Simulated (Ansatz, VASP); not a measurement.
# SiTe2 in two plane-wave programs, part 2 of 2

Wanted: the spread between two codes on one cell, functional and k mesh. Of the first pair: The structure shown is the start of the Ansatz relaxation below; VASP solves that cell, so the two are compared at the walk's first step.

VASP 6.6.1 and Ansatz 0.2.0.

So far. Step 3 (VASP: single point, PBEsol, start cell, pair 1): The run ends at a pressure of 0.01 GPa, with forces up to 0.056 eV/Å.

### Step 5. Ansatz: relaxation, PBEsol

Level of this step: Ansatz beside VASP: Kohn-Sham DFT, plane waves, PBEsol (Ansatz).

This run makes the geometry at which the two programs are then compared.

The structure compared here is the end of the Ansatz relaxation.

Contents of input.yaml:

```yaml
crystal:
  lattice:
    - [3.50101553, 0.0, 0.0]
    - [-1.750507765, 3.0319683881, 0.0]
    - [0.0, 0.0, 31.0]
  atoms:
    - { symbol: Si, position: [0.3333333333, 0.6666666667, 0.3225806452] }
    - { symbol: Te, position: [0.6666666667, 0.3333333333, 0.3841286975] }
    - { symbol: Te, position: [0.6666666667, 0.3333333333, 0.2610325928] }
  periodic: [true, true, false]
kpoints:
  mp_grid: { grid: [18, 18, 1] }
hamiltonian:
  xc: pbesol
  pseudopotentials: { kind: paw, azcp: { folder: soft_1 }, xc_functional: pbe }
scf:
  occupations: { method: methfessel_paxton, width: 0.2 }
output:
  forces: true
  stress: true
  eigenvalues: true
  write_density: true
  write_potential: true
  elf: true
  volumetric_format: npy
relax:
  adjacent_minimum: "off"
  f_tol: 0.001
  max_steps: 60
  cell: { stress_2d_tol: 0.002 }
```

The run is started by

```sh
> ansatz run input.yaml --threads 4 --pin off --max-ram 16384MiB --backend cpu --events-out ev --progress --plain --runs-dir out
```

Numbers of over 12 decimals in the logs are rounded to 6 here.

The program printed:

```text
[...]
Crystal: 3 atoms, lattice volume = 329.064 Å³
Basis set: ecut = 420 eV, 6409 PW (Γ), exchange–correlation on 48×48×432 points (8 copies of the dense FFT grid, shifted against one another)
Bands: 22, of which v1, the nominal top of the filled ones, is band 18 counted from 1 (17 counted from 0)
Symmetry: 12 space group operations
[...]
° read free of the cell's end (the report's vacuum.weakly_bound_levels)
--- Relaxed structure (5 steps of the walk, 4 accepted, 1 SCFs on fresh bases) ---
[...]
cell:  # Å, volume = 330.7021 Å³
    - [3.509719, 4.831304910563286e-19, 0]
    - [-1.754859, 3.039506, 0]
    - [0, 0, 31.0]
  atoms:
    - { symbol: Si, position: [0.333333, 0.666667, 0.322581] }
    - { symbol: Te, position: [0.666667, 0.333333, 0.383739] }
    - { symbol: Te, position: [0.666667, 0.333333, 0.261422] }
[key lines of the parts left out:]
SCF converged after 7 iterations
Free energy (F): -14423.893649 eV
Fermi energy:    -4.779830 eV
P = ½ c Tr σ = 0.0005 N/m
```

### Step 6. VASP: single point, PBEsol, relaxed cell, pair 2

The same cell, functional, mesh and smearing now go to VASP, with its own data sets.

Contents of INCAR:

```
SYSTEM = SiTe2
PREC = Accurate
ENCUT = 400
EDIFF = 1E-06
NELM = 120
ISMEAR = 1
SIGMA = 0.2
LREAL = .FALSE.
ALGO = Normal
GGA = PS
NBANDS = 14
LORBIT = 11
LWAVE = .FALSE.
LCHARG = .FALSE.
ISIF = 2
LDIPOL = .TRUE.
IDIPOL = 3
DIPOL = 0.5 0.5 0.323
LVHAR = .TRUE.
LASPH = .TRUE.
GGA_COMPAT = .FALSE.
NELMDL = -8
KPAR = 2
```

Contents of POSCAR:

```
SiTe2
1.0
    3.5097188352      0.0000000000      0.0000000000
   -1.7548594176      3.0395056715      0.0000000000
    0.0000000000      0.0000000000     31.0000000000
Si Te
1 2
Direct
    0.3333333333      0.6666666667      0.3225806452
    0.6666666666      0.3333333334      0.3837394855
    0.6666666666      0.3333333334      0.2614218050
```

Contents of KPOINTS:

```
Automatic mesh
0
Gamma
18 18 1
0 0 0
```

Potentials, in the order of the species: Si and Te (PBE family, release 64).

The run is started by

```sh
> mpirun -np 2 vasp_std
```

The program printed:

```text
[banner, memory and clock lines left out]
running    2 mpi-ranks, on    1 nodes
[...]
[... a notice as in an earlier step ...]

 LDA part: xc-table for (Slater+PW92), standard interpolation
 POSCAR, INCAR and KPOINTS ok, starting setup
[...]
entering main loop
       N       E                     dE             d eps       ncg     rms          rms(c)
DAV:   1     0.960898313617E+02    0.96090E+02   -0.40181E+03  1036   0.631E+02
DAV:   2    -0.331890395614E+01   -0.99409E+02   -0.90943E+02  1710   0.120E+02
DAV:   3    -0.118697068824E+02   -0.85508E+01   -0.83901E+01  1402   0.440E+01
DAV:   4    -0.121099109801E+02   -0.24020E+00   -0.23961E+00  1450   0.913E+00
[...]
DAV:  22    -0.119949040909E+02   -0.13998E-05   -0.27181E-08  1090   0.513E-04    0.213E-04
DAV:  23    -0.119949063834E+02   -0.22925E-05   -0.43449E-08   924   0.575E-04    0.141E-04
DAV:  24    -0.119949067070E+02   -0.32363E-06   -0.35642E-09   968   0.219E-04
   1 F= -.11994907E+02 E0= -.11995916E+02  d E =0.302698E-02
```

Parts of OUTCAR (step 6):

```text
  Total        0.0349495      0.0349495      0.0812198      0.0000000      0.0000000      0.0000000
  in kB        0.1693225      0.1693225      0.3934918      0.0000000      0.0000000      0.0000000
  external PRESSURE =       0.2440456 kB  Pullay stress =       0.0000000 kB

 POSITION                                       TOTAL-FORCE (eV/Angst)
 -----------------------------------------------------------------------------------
     -0.00000      2.02634     10.00000        -0.000000     -0.000000      0.000000
      1.75486      1.01317     11.89592         0.000000      0.000000      0.024345
      1.75486      1.01317      8.10408        -0.000000      0.000000     -0.024345
 -----------------------------------------------------------------------------------
    total drift:                                0.000000     -0.000000      0.000032

  FREE ENERGIE OF THE ION-ELECTRON SYSTEM (eV)
  ---------------------------------------------------
  free  energy   TOTEN  =       -11.9949067070 eV

  energy  without entropy=      -11.9979336873  energy(sigma->0) =      -11.99591570

[... 1 part as in an earlier step ...]

[... 2 further parts left out ...]
[key lines of the parts left out:]
E-fermi :  -2.0243
```

The run ends at a pressure of 0.02 GPa, with forces up to 0.024 eV/Å.

### Step 7. Side by side

What differs besides the data sets and the points named for the pairs above, as far as they apply: the data sets hold 36 valence electrons in Ansatz (on its PAW soft_1 files) and 16 in VASP. Total energies have different zeros and are not compared.

At this near-relaxed geometry the largest component of a force difference is 24 meV/Å. With vacuum in the cell, a pressure given here is an average over mostly empty space and none of the material.

### Step 8. Results

| Quantity | Value |
| --- | --- |
| r.m.s. force difference (single point, PBEsol, start cell, pair 1) | 11 meV/Å |
| r.m.s. force difference (single point, PBEsol, relaxed cell, pair 2) | 12 meV/Å |

What this shows: The r.m.s. force difference is 12 meV/Å (single point, PBEsol, relaxed cell, pair 2), at about the 12 meV/Å picked in this series as the mark of a large difference. The data sets hold unlike numbers of valence electrons (36 in Ansatz and 16 in VASP), so part of the differences comes from the potentials. Such differences can come from data sets, numerical settings and the points named under the comparisons, not from the functional's error against experiment.

[Lines on the potential files, build, host, timing and source positions are cut from VASP's logs without a mark.]

[Logs are printed without paths, hosts, clocks, repeated set-up lines and the standing remarks that a program may print on its own settings, such as how far it seeks lower states.]

[Hosts, paths, dates, database ids (printed as entryN), source tags and the programs' standing remarks are cut or masked in the printed files.]
